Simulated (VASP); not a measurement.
Consider the following.

```yaml
crystal:
  lattice:
    - [11.92574, 0.00000, 0.00000]
    - [0.00000, 4.21868, 0.00000]
    - [0.00000, 0.00000, 4.80621]
  atoms:
    - { symbol: Sn, position: [0.61879, 0.75000, 0.37655] }
    - { symbol: Sn, position: [0.38121, 0.25000, 0.62345] }
    - { symbol: Sn, position: [0.88121, 0.25000, 0.87655] }
    - { symbol: Sn, position: [0.11879, 0.75000, 0.12345] }
    - { symbol: Se, position: [0.14855, 0.25000, 0.50918] }
    - { symbol: Se, position: [0.85145, 0.75000, 0.49082] }
    - { symbol: Se, position: [0.35145, 0.75000, 0.00918] }
    - { symbol: Se, position: [0.64855, 0.25000, 0.99082] }
```

Method: PBE GGA, VASP's PBE PAW potentials (set 64) (plane waves; VASP). Settings: 300 eV cut-off, 1×3×3 Γ-centred mesh, Gaussian smearing of 0.010 eV, potentials Sn_d Se.

At this cut-off the stress carries a Pulay error, which pulls relaxed volumes low.

Predict the energy per atom (σ→0), pressure, largest force.

| Property | Value |
|---|---|
| energy per atom (σ→0) | -4.047 eV/atom |
| pressure | -1.48 GPa |
| largest force | 0.396 eV/Å |

Only differences to runs with the same potentials and settings are physical.

The structure comes from a computed database's SnSe entry (Pnma); how it stands against other phases isn't given here. The cell was not relaxed at this level. The k-mesh is coarse (spacing up to 0.53 per Å, 2π included), so the numbers may not be converged in it.
